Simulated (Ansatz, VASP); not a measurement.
# Al (Al(110)): VASP beside Ansatz

Wanted: the spread between two codes on one cell, functional and k mesh. The cell is taken from a series of runs on this material, whose earlier steps may have relaxed, scaled, displaced or heated it; both programs get it as it stands.

Calculated with Ansatz 0.2.0; plane waves, with VASP 6.6.1 beside it; single point at PBE.

## (1) The structure

The cell holds 9 atoms: 9 Al. Cell: a = 4.050 Å, b = 2.864 Å, c = 29.455 Å, α = 90.0°, β = 90.0°, γ = 90.0°. Vacuum lies along c.

## (2) VASP: single point, PBE

With cell and atoms fixed, the geometry can't cause a difference; cores, projectors, grids and the points listed under the comparison can.

Lines of VASP's logs that name or quote its potential files are left out, and so is its time.

INCAR reads:

```
SYSTEM = Al
PREC = Accurate
ENCUT = 400
EDIFF = 1E-06
NELM = 120
ISMEAR = -1
SIGMA = 0.1
LREAL = .FALSE.
ALGO = Normal
GGA = PE
NBANDS = 22
LORBIT = 11
LWAVE = .FALSE.
LCHARG = .FALSE.
ISIF = 2
LDIPOL = .TRUE.
IDIPOL = 3
DIPOL = 0.5 0.5 0.5
LVHAR = .TRUE.
LASPH = .TRUE.
GGA_COMPAT = .FALSE.
NELMDL = -8
KPAR = 2
```

POSCAR reads:

```
Al
1.0
    4.0500000000      0.0000000000      0.0000000000
    0.0000000000      2.8637824638      0.0000000000
    0.0000000000      0.0000000000     29.4551298552
Al
9
Direct
    0.0000000000      0.0000000000      0.3055494932
    0.5000000000      0.5000000000      0.3541621199
    0.0000000000      0.0000000000      0.4027747466
    0.5000000000      0.5000000000      0.4513873733
    0.0000000000      0.0000000000      0.5000000000
    0.5000000000      0.5000000000      0.5486126267
    0.0000000000      0.0000000000      0.5972252534
    0.5000000000      0.5000000000      0.6458378801
    0.0000000000      0.0000000000      0.6944505068
```

KPOINTS reads:

```
Automatic mesh
0
Gamma
12 18 1
0 0 0
```

Potentials, in the order of the species: Al (PBE family, release 64).

Command:

```console
$ mpirun -np 2 vasp_std
```

Numbers of over 12 decimals in the logs are rounded to 6 here.

The log of the run:

```text
[banner, memory and clock lines left out]
running    2 mpi-ranks, on    1 nodes
 distrk:  each k-point on    1 cores,    2 groups
 distr:  one band on    1 cores,    1 groups

 POSCAR found type information on POSCAR Al
 POSCAR found :  1 types and       9 ions
 LDA part: xc-table for (Slater+PW92), standard interpolation
 POSCAR, INCAR and KPOINTS ok, starting setup
 FFT: planning ... GRIDC
 FFT: planning ... GRID_SOFT
 FFT: planning ... GRID
 WAVECAR not read
 entering main loop
       N       E                     dE             d eps       ncg     rms          rms(c)
DAV:   1     0.653225791230E+02    0.65323E+02   -0.73587E+03  3080   0.710E+02
DAV:   2    -0.292377353085E+02   -0.94560E+02   -0.90218E+02  4386   0.132E+02
DAV:   3    -0.334345710370E+02   -0.41968E+01   -0.40775E+01  4154   0.279E+01
DAV:   4    -0.336073794295E+02   -0.17281E+00   -0.17257E+00  5122   0.677E+00
DAV:   5    -0.336110824434E+02   -0.37030E-02   -0.37025E-02  4810   0.892E-01
DAV:   6    -0.336112421810E+02   -0.15974E-03   -0.15974E-03  5160   0.167E-01
DAV:   7    -0.336112477081E+02   -0.55271E-05   -0.55271E-05  4808   0.271E-02
DAV:   8    -0.336112481571E+02   -0.44905E-06   -0.44906E-06  4058   0.620E-03    0.428E+00
DAV:   9    -0.332320143195E+02    0.37923E+00   -0.11220E+01  3624   0.112E+01    0.312E+00
DAV:  10    -0.324620503923E+02    0.76996E+00   -0.52695E+00  3452   0.938E+00    0.184E+00
DAV:  11    -0.323497778959E+02    0.11227E+00   -0.61029E-01  3766   0.294E+00    0.518E-01
DAV:  12    -0.323421581569E+02    0.76197E-02   -0.50740E-02  4204   0.106E+00    0.303E-01
DAV:  13    -0.323404376216E+02    0.17205E-02   -0.41944E-03  3870   0.310E-01    0.218E-01
DAV:  14    -0.323379474188E+02    0.24902E-02   -0.23016E-03  3882   0.183E-01    0.577E-02
[...]
DAV:  19    -0.323387636363E+02   -0.12685E-03   -0.15053E-05  3416   0.123E-02    0.250E-03
DAV:  20    -0.323387918577E+02   -0.28221E-04   -0.18948E-06  3064   0.477E-03    0.175E-03
DAV:  21    -0.323388175162E+02   -0.25658E-04   -0.36779E-06  2726   0.416E-03    0.684E-04
DAV:  22    -0.323388284280E+02   -0.10912E-04   -0.12275E-06  2956   0.283E-03    0.540E-04
DAV:  23    -0.323388390426E+02   -0.10615E-04   -0.41849E-07  2696   0.182E-03    0.323E-04
DAV:  24    -0.323388466335E+02   -0.75909E-05   -0.37946E-07  2626   0.161E-03    0.320E-04
DAV:  25    -0.323388501140E+02   -0.34805E-05   -0.19878E-07  2592   0.116E-03    0.187E-04
DAV:  26    -0.323388503636E+02   -0.24958E-06   -0.15962E-08  2268   0.680E-04
   1 F= -.32338850E+02 E0= -.32276440E+02  d E =-.124821E+00
```

OUTCAR, selected parts (step 2):

```text
ion  position               nearest neighbor table
   1  0.000  0.000  0.306-   2 2.86   2 2.86   2 2.86   2 2.86   3 2.86
   2  0.500  0.500  0.354-   3 2.86   3 2.86   3 2.86   3 2.86   1 2.86   1 2.86   1 2.86   1 2.86
                             4 2.86
   3  0.000  0.000  0.403-   2 2.86   4 2.86   2 2.86   4 2.86   2 2.86   4 2.86   2 2.86   4 2.86
                             5 2.86   1 2.86
   4  0.500  0.500  0.451-   3 2.86   5 2.86   3 2.86   5 2.86   3 2.86   5 2.86   3 2.86   5 2.86
                             2 2.86   6 2.86
   5  0.000  0.000  0.500-   4 2.86   6 2.86   4 2.86   6 2.86   4 2.86   6 2.86   4 2.86   6 2.86
                             3 2.86   7 2.86
   6  0.500  0.500  0.549-   5 2.86   7 2.86   5 2.86   7 2.86   5 2.86   7 2.86   5 2.86   7 2.86
                             4 2.86   8 2.86
   7  0.000  0.000  0.597-   6 2.86   8 2.86   6 2.86   8 2.86   6 2.86   8 2.86   6 2.86   8 2.86
                             5 2.86   9 2.86
   8  0.500  0.500  0.646-   7 2.86   7 2.86   7 2.86   7 2.86   9 2.86   9 2.86   9 2.86   9 2.86
                             6 2.86
   9  0.000  0.000  0.694-   8 2.86   8 2.86   8 2.86   8 2.86   7 2.86

  LATTYP: Found a simple orthorhombic cell.
 ALAT       =     2.8637824638
 B/A-ratio  =     1.4142135624
 C/A-ratio  =    10.2853936106

 Subroutine GETGRP returns: Found  8 space group operations
 (whereof  8 operations were pure point group operations)

The static configuration has the point symmetry D_2h.

 Found     70 irreducible k-points:

   k-points           NKPTS =     70   k-points in BZ     NKDIM =     70   number of bands    NBANDS=     22

   dimension x,y,z NGX =    28 NGY =   20 NGZ =  192
   dimension x,y,z NGXF=    56 NGYF=   40 NGZF=  384

   ENCUT  =  400.0 eV  29.40 Ry    5.42 a.u.   6.60  4.67 48.03*2*pi/ulx,y,z

   NELECT =      27.0000    total number of electrons

 k-points in reciprocal lattice and weights: Automatic mesh
   0.00000000  0.00000000  0.00000000       0.005
   0.08333333  0.00000000  0.00000000       0.009
   0.16666667  0.00000000  0.00000000       0.009
   0.25000000  0.00000000  0.00000000       0.009
   0.33333333  0.00000000  0.00000000       0.009
   0.41666667  0.00000000  0.00000000       0.009
   0.50000000  0.00000000  0.00000000       0.005
   0.00000000  0.05555556  0.00000000       0.009
   0.08333333  0.05555556  0.00000000       0.019
[...]
0.41666667  0.50000000  0.00000000       0.009
   0.50000000  0.50000000  0.00000000       0.005

 dipolmoment           0.000000      0.000000      0.000000 electrons x Angstroem

 average (electrostatic) potential at core
       1 -79.5228       2 -79.4763       3 -79.4194       4 -79.4132       5 -79.4286
       6 -79.4132       7 -79.4194       8 -79.4763       9 -79.5228

 E-fermi :   1.1863

 k-point     1 :       0.0000    0.0000    0.0000
  band No.  band energies     occupation
    ...
     10      -0.1664      2.00000
     11      -0.0342      1.99999
     12       0.2601      1.99981
     13       0.4532      1.99869
     14       1.2221      0.82290
     15       1.3841      0.24316
     16       2.2739      0.00004
     17       2.7742      0.00000
     18       2.8644      0.00000
     19       4.1040      0.00000
    ...

 k-point     2 :       0.0833    0.0000    0.0000
  band No.  band energies     occupation
    ...
      9      -1.5151      2.00000
     10      -0.8290      2.00000
     11       0.1428      1.99994
     12       0.6499      1.99068
     13       0.7932      1.96153
     14       1.3930      0.22469
     15       1.9138      0.00138
     16       2.1890      0.00009
     17       2.5994      0.00000
     18       3.6725      0.00000
    ...

 k-point     3 :       0.1667    0.0000    0.0000
  band No.  band energies     occupation
    ...
      9      -2.0346      2.00000
     10      -1.3367      2.00000
     11      -0.7673      2.00000
     12       0.5607      1.99617
     13       0.9100      1.88129
     14       2.2901      0.00003
     15       2.4815      0.00000
     16       2.7983      0.00000
     17       2.9052      0.00000
     18       3.8770      0.00000
    ...

  Total       -1.8144528     -3.2988316     -0.6559035      0.0000000      0.0000000      0.0000000
  in kB       -8.5094262    -15.4708700     -3.0760583      0.0000000      0.0000000      0.0000000
  external PRESSURE =      -9.0187848 kB  Pullay stress =       0.0000000 kB

  energy-cutoff  :      400.00
  volume of cell :      341.63
      direct lattice vectors                 reciprocal lattice vectors
     4.050000000  0.000000000  0.000000000     0.246913580  0.000000000  0.000000000
     0.000000000  2.863782464  0.000000000     0.000000000  0.349188534  0.000000000
     0.000000000  0.000000000 29.455129855     0.000000000  0.000000000  0.033949944

 POSITION                                       TOTAL-FORCE (eV/Angst)
 -----------------------------------------------------------------------------------
      0.00000      0.00000      9.00000         0.000000      0.000000      0.178425
      2.02500      1.43189     10.43189        -0.000000      0.000000     -0.138732
      0.00000      0.00000     11.86378        -0.000000      0.000000      0.008965
      2.02500      1.43189     13.29567        -0.000000      0.000000     -0.094542
      0.00000      0.00000     14.72756        -0.000000      0.000000      0.000000
      2.02500      1.43189     16.15946        -0.000000      0.000000      0.094542
      0.00000      0.00000     17.59135        -0.000000      0.000000     -0.008965
      2.02500      1.43189     19.02324        -0.000000      0.000000      0.138732
      0.00000      0.00000     20.45513        -0.000000      0.000000     -0.178425
 -----------------------------------------------------------------------------------
    total drift:                               -0.000000      0.000000      0.000000

  FREE ENERGIE OF THE ION-ELECTRON SYSTEM (eV)
  ---------------------------------------------------
  free  energy   TOTEN  =       -32.3388503636 eV

  energy  without entropy=      -32.2140294106  energy(sigma->0) =      -32.27643989

 vacuum level on the upper side and lower side of the slab         5.326         5.326

 total charge
# of ion       s       p       d       tot
------------------------------------------
    1        0.477   0.281   0.000   0.758
    2        0.432   0.330   0.000   0.761
    3        0.429   0.339   0.000   0.769
    4        0.430   0.336   0.000   0.766
    5        0.431   0.334   0.000   0.765
    6        0.430   0.336   0.000   0.766
    7        0.429   0.339   0.000   0.769
    8        0.432   0.330   0.000   0.761
    9        0.477   0.281   0.000   0.758
--------------------------------------------------
tot          3.968   2.906   0.000   6.874

[... 3 further parts left out ...]
```

## (3) Ansatz: single point, PBE

Ansatz runs on its default PAW (the set named soft_2) files.

The same cell, functional, mesh and smearing now go to Ansatz, which takes its cutoff from its data sets.

input.yaml reads:

```yaml
crystal:
  lattice:
    - [4.05, 0.0, 0.0]
    - [0.0, 2.8637824638, 0.0]
    - [0.0, 0.0, 29.4551298552]
  atoms:
    - { symbol: Al, position: [0.0, 0.0, 0.3055494932] }
    - { symbol: Al, position: [0.5, 0.5, 0.3541621199] }
    - { symbol: Al, position: [0.0, 0.0, 0.4027747466] }
    - { symbol: Al, position: [0.5, 0.5, 0.4513873733] }
    - { symbol: Al, position: [0.0, 0.0, 0.5] }
    - { symbol: Al, position: [0.5, 0.5, 0.5486126267] }
    - { symbol: Al, position: [0.0, 0.0, 0.5972252534] }
    - { symbol: Al, position: [0.5, 0.5, 0.6458378801] }
    - { symbol: Al, position: [0.0, 0.0, 0.6944505068] }
kpoints:
  mp_grid: { grid: [12, 18, 1] }
hamiltonian:
  xc: pbe
scf:
  occupations: { method: fermi_dirac, width: 0.1 }
  convergence: { dr2_threshold: 1.0e-10 }
efield:
  axis: 3
  dipole_correction: true
  ramp_position: 0.97
  ramp_width: 0.06
  amplitude: 0
output:
  forces: true
  write_potential: true
  write_density: true
  volumetric_format: npy
```

Command:

```console
$ ansatz run input.yaml --threads 2 --pin off --max-ram 3072MiB --backend cpu --events-out ev --progress --plain --runs-dir out
```

The log of the run:

```text
Engine: ansatz 0.2.0, aarch64-unknown-linux-gnu
Pseudopotentials: kind: paw
Pseudopotential: Al, paw, valence charge 3, recommended cutoff 420 eV (normal), Al.paw.azcp
Functional definition: PBE
  parameter kappa = 0.804
  parameter beta = 0.066725
  exchange = pbe_x(kappa = kappa, mu = beta*pi^2/3)
  correlation = pbe_c(beta = beta)
Crystal: 9 atoms, lattice volume = 341.630 Å³
Basis set: ecut = 420 eV, 6703 PW (Γ), exchange–correlation on 60×40×400 points (8 copies of the dense FFT grid, shifted against one another)
Bands: 23, of which v1, the nominal top of the filled ones, is band 14 counted from 1 (13 counted from 0)
Symmetry: 4 space group operations
k-points: 70 of 216
Non-local potential: Al, projectors of the file, l = 0: 2, l = 1: 2, l = 2: 1
PAW form: soft (Blöchl's): semilocal exchange-correlation on the pseudo side does not see the compensation charge
PAW one-centre angular grid: Al, 110 points (default); XC on 64 Gauss nodes
Initial density: superposition of atomic densities (neutral atoms: chi_scale 0, normalization atom), corrected by the library's trained network
Initial wavefunctions: pseudopotential atomic-orbital guess
Functional: x = pbe(κ = 0.804, μ = 0.219515), c = pbe(β = 0.066725)
SCF iter   1: F=—  HF=-4836.147588 eV  |F-HF|=—  |Δ(HF+E_count)|=         —  Δρ=9.83e-4  dr2=4.33e-3  ethr=1.77e-3  p=0.000 e·Å  D=1.76e-14 V/Å  ΔV_dip=-0.00 eV  dr2_dipole=3.92e-7  V_vac-E_F(+/−)=4.03/4.03 eV  ⟨swp⟩=9.4  Hψ=11098  notcnv=0  defer=8
efield: sawtooth ramp at fractional position 0.9700 (set: `efield.ramp_position`, or a place that a band, a saddle search or an elastic batch's reference lends), width 0.0600; the density the first Hamiltonian is built on has a dipole p = 0.000 e·Å; the dipole correction subtracts the counter field D = 1.76e-14 V/Å, which shifts the + side's vacuum level by -0.00 eV against the − side's; the planar-averaged density in the ramp window peaks in size at 5.8e-6 e/Å³
preconditioner: auto → LDOS  [metal: Δε(μ)=0.018 eV  Ē_g=6.494 eV  σ=0.100 eV  W_gap=0.05  n_scr=34 (ndim 8)  ℏωp=10.4 eV  f_vac=0.461  D(μ)=3.78/eV (n_scr^D=12)  β→1.0]
SCF iter   2: F=—  HF=-4836.148946 eV  |F-HF|=—  |Δ(HF+E_count)|=   1.36e-3  Δρ=1.90e-4  dr2=2.06e-4  ethr=1.60e-5  p=0.000 e·Å  D=1.87e-5 V/Å  ΔV_dip=-0.00 eV  dr2_dipole=4.82e-7  V_vac-E_F(+/−)=4.14/4.14 eV  ⟨swp⟩=2.8  Hψ=3612  notcnv=0  defer=30
SCF iter   3: F=—  HF=-4836.149064 eV  |F-HF|=—  |Δ(HF+E_count)|=   1.18e-4  Δρ=4.93e-5  dr2=1.80e-5  ethr=7.63e-7  p=-0.000 e·Å  D=-5.80e-6 V/Å  ΔV_dip=0.00 eV  dr2_dipole=6.19e-9  V_vac-E_F(+/−)=4.13/4.13 eV  ⟨swp⟩=2.6  Hψ=2721  notcnv=0  defer=30
SCF iter   4: F=—  HF=-4836.149305 eV  |F-HF|=—  |Δ(HF+E_count)|=   2.41e-4  Δρ=1.25e-5  dr2=1.41e-6  ethr=6.66e-8  p=0.000 e·Å  D=8.45e-7 V/Å  ΔV_dip=-0.00 eV  dr2_dipole=1.49e-11  V_vac-E_F(+/−)=4.14/4.14 eV  ⟨swp⟩=2.6  Hψ=2781  notcnv=0  defer=30
SCF iter   5: F=—  HF=-4836.149297 eV  |F-HF|=—  |Δ(HF+E_count)|=   8.79e-6  Δρ=2.40e-6  dr2=2.96e-8  ethr=5.21e-9  p=0.000 e·Å  D=3.74e-8 V/Å  ΔV_dip=-0.00 eV  dr2_dipole=8.02e-12  V_vac-E_F(+/−)=4.14/4.14 eV  ⟨swp⟩=2.4  Hψ=2657  notcnv=0  defer=30
SCF iter   6: F=—  HF=-4836.149297 eV  |F-HF|=—  |Δ(HF+E_count)|=   4.90e-8  Δρ=5.08e-7  dr2=2.10e-9  ethr=1.10e-10  p=0.000 e·Å  D=3.43e-8 V/Å  ΔV_dip=-0.00 eV  dr2_dipole=3.66e-13  V_vac-E_F(+/−)=4.14/4.14 eV  ⟨swp⟩=2.4  Hψ=2696  notcnv=0  defer=30
SCF iter   7: F=-4836.149297 eV  HF=-4836.149297 eV  |F-HF|=4.38e-10  |Δ(HF+E_count)|=   8.21e-9  Δρ=9.60e-8  dr2=2.77e-11  ethr=1.00e-12  p=-0.000 e·Å  D=-5.79e-9 V/Å  ΔV_dip=0.00 eV  dr2_dipole=4.22e-14  V_vac-E_F(+/−)=4.14/4.14 eV  ⟨swp⟩=13.1  Hψ=12054  notcnv=0
SCF 1 converged in 7 iterations: F = -4836.149297 eV  dr2 = 2.77e-11
  greatest PAW one-centre occupation: 0.483 electrons in one spin orbital (limit 2), on the Al atom at site 0 (counted from 0), in its partial waves of l = 0
WARN: The output density's exchange-correlation potential varies sharply where the density is thin. Do not read a vacuum level from v_tot or v_xc, or from such a field of the output density. On a cell that repeats whose density bears no net charge and no dipole along the vacuum's axis use v_es (v_loc + v_h of the components); under efield.dipole_correction with no amplitude use v_es + v_field, which holds any externa [...]
SCF converged after 7 iterations
Free energy (F): -4836.149297 eV
Harris-Foulkes:  -4836.149297 eV  (|F-HF|=4.38e-10)
Internal energy: -4836.024297 eV  (E = F + TS)
E sigma→0 (E₀):  -4836.086797 eV
Entropy (-TS):   -0.125000 eV (-13.889 meV/atom)
Fermi energy:    1.161819 eV
Dipole field:    D = 0.000000 V/Å  (p = 0.000000 e·Å, saw-weighted, corrected)
Work function:   Φ+ = 4.1369 eV   Φ− = 4.1369 eV
Levels:          The Fermi level and band energies are counted from a zero that moves with the ramp; work functions are not
--- Per-component energies (eV) ---
  E_band       = -81.181556
  E_kinetic    = 196.845415
  E_local      = -8664.311469  (includes V_loc(G=0)·N_el)
  E_nonlocal   = 93.689051
  E_hartree    = 4289.830594
  E_xc         = -352.976393
  E_vxc        = -254.389311  (∫ρ·V_xc dr)
  E_paw        = -4205.677679  (= ΣΔE_a)
  E_vpaw       = -32.676410  (= ΣTr[D̂ρ^β])
  E_aug_tail   = -0.000020  (compensation charges beyond the density's cutoff)
  E_efield     = 0.000000  (sawtooth field / dipole correction)
  E_vefield    = 0.000000  (∫n·V_field dr)
  E_ewald      = 3806.576204
  E_smearing   = -0.125000  (= −TS)
  E_closure    = 0.000000  (closes the sum)
  Σ components = -4836.149297   (vs F -4836.149297, Δ=0.00e0)
--- Forces (eV/Å), atoms counted from 1 ---
  atom   1  Al     0.00000000     0.00000000     0.17682813
  atom   2  Al     0.00000000     0.00000000    -0.13944540
  atom   3  Al     0.00000000     0.00000000     0.00856435
  atom   4  Al     0.00000000     0.00000000    -0.09426491
  atom   5  Al     0.00000000     0.00000000    -0.00000003
  atom   6  Al     0.00000000     0.00000000     0.09426486
  atom   7  Al     0.00000000     0.00000000    -0.00856425
  atom   8  Al     0.00000000     0.00000000     0.13944543
  atom   9  Al     0.00000000     0.00000000    -0.17682822
  max |Σ_I F_I| component: 3.33e-8 eV/Å
--- Band table (eV; the first three rows and the last of 70) ---
  k-point 0: bands = [... 10 lower, -0.0560, 0.2374, 0.4265, 1.1980, 1.3580, 2.2492, 2.7473, 2.8371, ... 5 higher]
  k-point 1: bands = [... 10 lower, -0.0050, 0.2862, 0.4792, 1.2490, 1.4096, 2.2899, 2.7984, 2.8862, ... 5 higher]
  k-point 2: bands = [... 10 lower, 0.1481, 0.4289, 0.6361, 1.4022, 1.5620, 2.3864, 2.9517, 3.0295, ... 5 higher]
  k-point 69: bands = [... 10 lower, -1.6577, -1.1992, -0.6036, -0.5683, -0.4995, 0.4250, 0.5726, 1.3930, ... 5 higher]
```

Reading the cycles: dr2 is the Hartree energy of the density residual (eV), the measure of convergence; HF is the Harris–Foulkes estimate of the energy, which meets the free energy F at convergence.

## (4) Side by side

Known differences besides the potentials themselves: the cutoff is 420 eV in Ansatz and 400 eV in VASP. Total energies have different zeros and are not compared.

The two programs side by side:

```csv
quantity,Ansatz,VASP,difference
"work function, lower of the two faces (eV)",4.14,4.14,0.00
"work function, higher of the two faces (eV)",4.14,4.14,0.00
```

Forces (eV/Å; atoms numbered as in POSCAR):

```csv
atom,"Ansatz x, y, z","VASP x, y, z"
Al1,"0.000, 0.000, 0.177","0.000, 0.000, 0.178"
Al2,"0.000, 0.000, -0.139","0.000, 0.000, -0.139"
Al3,"0.000, 0.000, 0.009","0.000, 0.000, 0.009"
Al4,"0.000, 0.000, -0.094","0.000, 0.000, -0.095"
Al5,"0.000, 0.000, 0.000","0.000, 0.000, 0.000"
Al6,"0.000, 0.000, 0.094","0.000, 0.000, 0.095"
Al7,"0.000, 0.000, -0.009","0.000, 0.000, -0.009"
Al8,"0.000, 0.000, 0.139","0.000, 0.000, 0.139"
Al9,"0.000, 0.000, -0.177","0.000, 0.000, -0.178"
```

The forces differ by 0.5 meV/Å r.m.s., which is 0.7 % of the r.m.s. force of 0.067 eV/Å (both taken over all components). With vacuum in the cell, a pressure given here is an average over mostly empty space and none of the material.

## (5) Summary of results

```yaml
r_m_s_force_difference_single_point_pbe: 0.49 meV/Å
```

**Reading.** The r.m.s. force difference is 0.49 meV/Å (single point, PBE), within the 12 meV/Å picked in this series as the mark of a large difference. Such differences can come from data sets, numerical settings and the points named under the comparisons, not from the functional's error against experiment.

[Lines on the potential files, build, host, timing and source positions are cut from VASP's logs without a mark.]

[Logs are printed without paths, hosts, clocks, repeated set-up lines and the standing remarks that a program may print on its own settings, such as how far it seeks lower states.]

[Hosts, paths, dates, database ids (printed as entryN), source tags and the programs' standing remarks are cut or masked in the printed files.]
